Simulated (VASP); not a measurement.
# CaC2 (R-3m) in VASP: notebook

Runs on CaC2. Level: LDA. Tasks: relaxation of cell and atoms, single point.

Everything below comes from runs of VASP 6.6.1. Logs are shortened: lines on timing, memory, paths and dates and some standing lists are left out, and cuts for length are marked.

### Step 1. The cell of the first run

The structure is trigonal, space group R-3m (No. 166). Conventional cell: a = 3.770 Å, b = 3.770 Å, c = 11.558 Å, α = 90.00°, β = 90.00°, γ = 120.00°. Ca (site symmetry -3m) is surrounded by 6 C at 2.54 Å. C (site symmetry 3m) is surrounded by 1 C at 1.25 Å.

The cell comes from a database or a generator and needn't be the stable form of this composition.

### Step 2. Relaxation of cell and atoms, LDA (cell and atoms relaxed tightly for response)

The input, INCAR:

```
SYSTEM = CaC2
PREC     = Accurate       ! precision mode
ENCUT    = 600            ! plane-wave cutoff, eV
EDIFF    = 1E-6           ! SCF threshold, eV
ISMEAR   = 0              ! smearing method
SIGMA    = 0.01           ! smearing width, eV
LREAL    = .False.        ! projectors in reciprocal space
LASPH    = .True.         ! aspherical terms in the spheres
NELM     = 100            ! most SCF steps
ALGO     = Fast           ! electronic algorithm
ISIF     = 3              ! what is computed and relaxed
LWAVE    = .False.        ! write WAVECAR
LCHARG   = .False.        ! write CHGCAR
GGA      = CA             ! functional
IBRION   = 2              ! ionic algorithm
NSW      = 80             ! ionic steps
EDIFFG   = -0.001         ! ionic threshold
```

The input, KPOINTS:

```
Automatic mesh
0
Gamma
  9 9 9
  0 0 0
```

The input, POSCAR:

```
CaC2
1.0
    1.8851418975      1.0883871819      3.8525105244
   -1.8851418975      1.0883871819      3.8525105244
    0.0000000000     -2.1767743639      3.8525105244
Ca C
1 2
Direct
    0.0000000000      0.0000000000      0.0000000000
    0.5538702772      0.5538702772      0.5538702772
    0.4461297228      0.4461297228      0.4461297228
```

Potentials or basis: VASP PAW LDA potentials, release 64 (Ca_sv, C).

Started as:

```console
cat potpaw_LDA.64/Ca_sv/POTCAR potpaw_LDA.64/C/POTCAR > POTCAR
mpirun -np 1 vasp_std > vasp.out
```

OUTCAR:

```text
SYSTEM = CaC2
   PREC = Accurate
   ENCUT = 600
   EDIFF = 1E-6
   ISMEAR = 0
   LREAL = .False.
   LASPH = .True.
   NELM = 100
   ISIF = 3
   GGA = CA
   IBRION = 2
   NSW = 80
   EDIFFG = -0.001

 ion  position               nearest neighbor table
   1  0.000  0.000  0.000-   2 2.54   3 2.54   2 2.54   2 2.54   3 2.54   3 2.54
   2  0.554  0.554  0.554-   3 1.25   1 2.54   1 2.54   1 2.54
   3  0.446  0.446  0.446-   2 1.25   1 2.54   1 2.54   1 2.54

  LATTYP: Found a trigonal (rhomboedric) cell.
 ALAT       =     4.4249501661
 COS(alpha) =     0.6370044348

  Lattice vectors:

 A1 = (   1.8851418975,   1.0883871819,   3.8525105244)
 A2 = (  -1.8851418975,   1.0883871819,   3.8525105244)
 A3 = (   0.0000000000,  -2.1767743639,   3.8525105244)

Analysis of symmetry for initial positions (statically):
=====================================================================
 Subroutine PRICEL returns:
 Original cell was already a primitive cell.

 Routine SETGRP: Setting up the symmetry group for a
 trigonal (rhombohedral) supercell.

 Subroutine GETGRP returns: Found 12 space group operations
 (whereof 12 operations were pure point group operations)
 out of a pool of 12 trial point group operations.

The static configuration has the point symmetry D_3d.

Analysis of symmetry for dynamics (positions and initial velocities):
=====================================================================
 Subroutine PRICEL returns:
 Original cell was already a primitive cell.

 Routine SETGRP: Setting up the symmetry group for a
 trigonal (rhombohedral) supercell.

 Subroutine GETGRP returns: Found 12 space group operations
 (whereof 12 operations were pure point group operations)
 out of a pool of 12 trial point group operations.

The dynamic configuration has the point symmetry D_3d.

 Subroutine INISYM returns: Found 12 space group operations
 (whereof 12 operations are pure point group operations),
 and found     1 'primitive' translations

----------------------------------------------------------------------------------------

                                     Primitive cell

  volume of cell :      47.4267

  direct lattice vectors                    reciprocal lattice vectors
     1.885141898  1.088387182  3.852510524     0.265232023  0.153131780  0.086523666
    -1.885141898  1.088387182  3.852510524    -0.265232023  0.153131780  0.086523666
     0.000000000 -2.176774364  3.852510524     0.000000000 -0.306263560  0.086523666

  length of vectors
     4.424950166  4.424950166  4.424950166     0.318251022  0.318251022  0.318251022

  position of ions in fractional coordinates (direct lattice)
     0.000000000  0.000000000  0.000000000
     0.553870277  0.553870277  0.553870277
     0.446129723  0.446129723  0.446129723

  ion indices of the primitive-cell ions
   primitive index   ion index
                 1           1
                 2           2
                 3           3

----------------------------------------------------------------------------------------

 KPOINTS: Automatic mesh

Automatic generation of k-mesh.
 Grid dimensions read from file:
 generate k-points for:    9    9    9

 Generating k-lattice:

  Cartesian coordinates                     Fractional coordinates (reciprocal lattice)
     0.029470225  0.017014642  0.009613741     0.111111111  0.000000000  0.000000000
    -0.029470225  0.017014642  0.009613741     0.000000000  0.111111111  0.000000000
     0.000000000 -0.034029284  0.009613741     0.000000000  0.000000000  0.111111111

  Length of vectors
     0.035361225  0.035361225  0.035361225

  Shift w.r.t. Gamma in fractional coordinates (k-lattice)
     0.000000000  0.000000000  0.000000000

 Subroutine IBZKPT returns following result:
 ===========================================

 Found     85 irreducible k-points:

 Following reciprocal coordinates:
            Coordinates               Weight
  0.000000  0.000000  0.000000      1.000000
  0.111111 -0.000000 -0.000000      6.000000
  0.222222 -0.000000 -0.000000      6.000000
  0.333333 -0.000000 -0.000000      6.000000
  0.444444 -0.000000 -0.000000      6.000000
  0.111111  0.111111 -0.000000      6.000000
[... 16 lines left out ...]
 -0.333333  0.333333  0.000000      6.000000
  0.444444  0.444444 -0.000000      6.000000
 [... further k-points ...]
   k-points           NKPTS =     85   k-points in BZ     NKDIM =     85   number of bands    NBANDS=     13
   number of dos      NEDOS =    301   number of ions     NIONS =      3
   total plane-waves  NPLWV =  46656
   dimension x,y,z NGX =    36 NGY =   36 NGZ =   36
   dimension x,y,z NGXF=    72 NGYF=   72 NGZF=   72
   ions per type =               1   2
   NGX,Y,Z   is equivalent  to a cutoff of  13.53, 13.53, 13.53 a.u.
   NGXF,Y,Z  is equivalent  to a cutoff of  27.05, 27.05, 27.05 a.u.
 SYSTEM =  CaC2
   PREC   = accura    normal or accurate (medium, high low for compatibility)
   ISTART =      0    job   : 0-new  1-cont  2-samecut
   ICHARG =      2    charge: 1-file 2-atom 10-const
   ISPIN  =      1    spin polarized calculation?
   LNONCOLLINEAR =      F non collinear calculations
   LSORBIT =      F    spin-orbit coupling
   LASPH  =      T    aspherical Exc in radial PAW
   ENCUT  =  600.0 eV  44.10 Ry    6.64 a.u.   8.84  8.84  8.84*2*pi/ulx,y,z
   NELM   =    100;   NELMIN=  2; NELMDL= -5     # of ELM steps
   EDIFF  = 0.1E-05   stopping-criterion for ELM
   LREAL  =      F    real-space projection
   EDIFFG = -.1E-02   stopping-criterion for IOM
   NSW    =     80    number of steps for IOM
   IBRION =      2    ionic relax: 0-MD 1-quasi-New 2-CG
   NFREE  =      1    steps in history (QN), initial steepest desc. (CG)
   ISIF   =      3    stress and relaxation
   ISYM   =      2    0-nonsym 1-usesym 2-fastsym
   POTIM  = 0.5000    time-step for ionic-motion
   TEBEG  =    0.0;   TEEND  =   0.0 temperature during run
   PSTRESS=    0.0 pullay stress
   NELECT =      18.0000    total number of electrons
   NUPDOWN=      -1.0000    fix difference up-down
   EMIN   =  10.00;   EMAX   =-10.00  energy-range for DOS
   EFERMI =   0.00;   METHOD = LEGACY
   ISMEAR =     0;   SIGMA  =   0.01  broadening in eV -4-tet -1-fermi 0-gaus
   EFERMI_NEDOS =   21; number of points for ismear=-14 and -15
   IALGO  =     68    algorithm
   IMIX   =      4    mixing-type and parameters
     AMIX     =   0.40;   BMIX     =  1.00
     AMIX_MAG =   1.60;   BMIX_MAG =  1.00
  volume/ion in A,a.u.               =      15.81       106.68
  Fermi-wavevector in a.u.,A,eV,Ry     =   1.185291  2.239874 19.115011  1.404914
  Thomas-Fermi vector in A             =   2.321487
   LORBIT       =      0    0 simple, 1 ext, 2 COOP (PROOUT), +10 PAW based schemes
   GGA     = CA    functional components
   LHFCALC =     F    Hartree Fock is set to
   AEXX    =    0.0000 exact exchange contribution
   IVDW    =     0    specifies the selected vdW correction
   LEPSILON=     F    determine dielectric tensor
   LRPA    =     F    only Hartree local field effects (RPA)
 conjugate gradient relaxation of ions
 non-spin polarized calculation
 RMM-DIIS sequential band-by-band and
 Gauss-broadening in eV      SIGMA  =   0.01
  energy-cutoff  :      600.00
  volume of cell :       47.43
 maximum number of plane-waves:      1601
   NGX = 17   NGY = 17   NGZ = 17

--------------------------------------- Ionic step        1  -------------------------------------------

 number of electron      18.0000000 magnetization

 Free energy of the ion-electron system (eV)
  ---------------------------------------------------
  ext. energy  EPLUGINS =         0.00000000
  ---------------------------------------------------
  free energy    TOTEN  =       -22.04683665 eV

  energy without entropy =      -22.04683665  energy(sigma->0) =      -22.04683665

------------------------ aborting loop because EDIFF is reached ----------------------------------------

  FORCE on cell =-STRESS in cart. coord.  units (eV):
  Direction    XX          YY          ZZ          XY          YZ          ZX
  --------------------------------------------------------------------------------------
  -------------------------------------------------------------------------------------
  Total        0.0608304      0.0608304      0.1623960      0.0000000     -0.0000000      0.0000000
  in kB        2.0549868      2.0549868      5.4860956      0.0000000     -0.0000000      0.0000000
  external PRESSURE =       3.1986897 kB  Pullay stress =       0.0000000 kB
[... 92 lines left out ...]
  FREE ENERGIE OF THE ION-ELECTRON SYSTEM (eV)
  ---------------------------------------------------
  free  energy   TOTEN  =       -22.0469033544 eV

  energy  without entropy=      -22.0469033544  energy(sigma->0) =      -22.04690335

[... ionic steps 4 to 12 ...]

--------------------------------------- Ionic step       13  -------------------------------------------

 number of electron      18.0000000 magnetization

------------------------ aborting loop because EDIFF is reached ----------------------------------------
[... 69 lines left out ...]
--------------------------------------- Ionic step       15  -------------------------------------------

 number of electron      18.0000000 magnetization

 Free energy of the ion-electron system (eV)
  ---------------------------------------------------
  ext. energy  EPLUGINS =         0.00000000
  ---------------------------------------------------
  free energy    TOTEN  =       -22.04699017 eV

  energy without entropy =      -22.04699017  energy(sigma->0) =      -22.04699017

 E-fermi :   1.4139     XC(G=0):  -9.7817

 val. band max:        1.2893038555   @ k =   0.4444   0.4444   0.4444
 cond. band min:       3.8050467446   @ k =   0.4444   0.4444  -0.0000
 fundamental gap:      2.5157428891
 Fermi energy:         1.4138784272

 k-point     1 :       0.0000    0.0000    0.0000
  band No.  band energies     occupation
      1     -37.0200      2.00000
      2     -18.4186      2.00000
      3     -18.2529      2.00000
      4     -18.2529      2.00000
      5     -11.3235      2.00000
      6      -1.7119      2.00000
      7      -1.3625      2.00000
      8       0.4326      2.00000
      9       0.4326      2.00000
     10       4.2237      0.00000
     11       4.2237      0.00000
     12       5.5146      0.00000
     13       6.8856      0.00000
[... 354 lines left out ...]
  band No.  band energies     occupation
      1     -36.9990      2.00000
      2     -18.4705      2.00000
      3     -18.4190      2.00000
      4     -18.3073      2.00000
      5     -10.9779      2.00000
      6      -2.3722      2.00000
      7      -0.9486      2.00000
      8      -0.1875      2.00000
      9      -0.0930      2.00000
     10       3.8050      0.00000
     11       5.2138      0.00000
     12       6.1651      0.00000
     13       8.4572      0.00000

 [... further k-points ...]

------------------------ aborting loop because EDIFF is reached ----------------------------------------

  FORCE on cell =-STRESS in cart. coord.  units (eV):
  Direction    XX          YY          ZZ          XY          YZ          ZX
  --------------------------------------------------------------------------------------
  -------------------------------------------------------------------------------------
  Total       -0.0008095     -0.0008095     -0.0006935      0.0000000      0.0000000      0.0000000
  in kB       -0.0272554     -0.0272554     -0.0233473      0.0000000      0.0000000      0.0000000
  external PRESSURE =      -0.0259527 kB  Pullay stress =       0.0000000 kB
[... 18 lines left out ...]
  FREE ENERGIE OF THE ION-ELECTRON SYSTEM (eV)
  ---------------------------------------------------
  free  energy   TOTEN  =       -22.0469901713 eV

  energy  without entropy=      -22.0469901713  energy(sigma->0) =      -22.04699017

 reached required accuracy - stopping structural energy minimisation
```

Wall time 5.5 min (1 thread of Intel Xeon Platinum 8488C (Sapphire Rapids), shared host); peak memory 0.23 GiB.

Results:

```
Free energy                            : -22.0470 eV
Relaxed volume                         : 15.86 Å³/atom
Relaxed cell                           : a = 4.430 Å, b = 4.430 Å, c = 4.430 Å, α = 50.44°, β = 50.44°, γ = 50.44°
Space group after relaxing (to 0.05 Å) : R-3m (No. 166)
Energy gained by relaxing              : 0.1 meV/atom
Ionic steps                            : 15
Pressure after relaxing                : 0.0 GPa
Band gap on the k mesh                 : 2.52 eV, indirect (least direct gap 3.79 eV)
```

The path:
```
step  energy change (eV)  largest force (eV/Å)  pressure (GPa)  volume (Å³)
   1              0.0000                0.0801            0.32        47.43
   2              0.0037                0.7792           -1.05        47.64
   3             -0.0001                0.0298            0.20        47.45
   4             -0.0001                0.0365           -0.06        47.61
   5             -0.0001                0.0359           -0.04        47.58
   6              0.0002                0.2405            0.29        47.59
   7             -0.0002                0.0028            0.00        47.58
   8             -0.0002                0.0038            0.01        47.58
   9             -0.0002                0.0017            0.01        47.58
  10             -0.0002                0.0019            0.03        47.59
  11             -0.0002                0.0027           -0.01        47.60
  12             -0.0002                0.0026           -0.03        47.60
  13             -0.0002                0.0020           -0.03        47.59
  14             -0.0002                0.0005           -0.01        47.59
  15             -0.0002                0.0000            0.00        47.59
```

Final structure:
```
Ca C
1.0
     1.88734    1.08966    3.85655
    -1.88734    1.08966    3.85655
     0.00000   -2.17932    3.85655
Ca C
1 2
Direct
  0.00000 0.00000 0.00000
  0.55386 0.55386 0.55386
  0.44614 0.44614 0.44614
```

Caveat: the standard files for N, O and F lose accuracy on very short bonds; an odd mesh through Γ misses points on the zone boundary, where band edges often lie.

### Step 3. Single point, LDA (cell and atoms relaxed tightly for response)

The input, INCAR:

```
ALGO = Fast
EDIFF = 1E-7
ENCUT = 520
ISIF = 2
ISMEAR = 0
LASPH = T
LCHARG = F
LREAL = F
LWAVE = F
NBANDS = 16
NELM = 100
PREC = Accurate
SIGMA = 0.01
```

The input, KPOINTS:

```
k-points
0
Gamma
  9 9 9
```

POSCAR is that of step 2.

Potentials or basis: VASP PAW LDA potentials, release 64 (Ca_sv, C).

Started as:

```console
cat potpaw_LDA.64/Ca_sv/POTCAR potpaw_LDA.64/C/POTCAR > POTCAR
mpirun -np 1 vasp_std > vasp.out
```

It took 79 s on 1 thread of Intel Xeon 6975P-C (Granite Rapids), shared host; peak memory 0.21 GiB.

Results (log left out):

```
Free energy            : -22.0436 eV
Pressure               : 0.4 GPa
Largest force          : 0.088 eV/Å
Band gap on the k mesh : 2.51 eV, indirect (least direct gap 3.79 eV)
```

Forces on the atoms (eV/Å):
```
Ca   0.000  0.000  0.000
C    0.000  0.000  0.088
C    0.000  0.000 -0.088
```

Stress tensor (GPa, compression positive):
```
0.27 0.00 0.00
0.00 0.27 0.00
0.00 0.00 0.69
```

Levels at points of the mesh, in eV from the valence-band top:
```
           k point  band 6  band 7  band 8  band 9  band 10  band 11  band 12  band 13
(0.00, 0.00, 0.00)   -3.01   -2.65   -0.86   -0.86     2.93     2.93     4.23     5.60
```

Caveat: the standard files for N, O and F lose accuracy on very short bonds; an odd mesh through Γ misses points on the zone boundary, where band edges often lie.
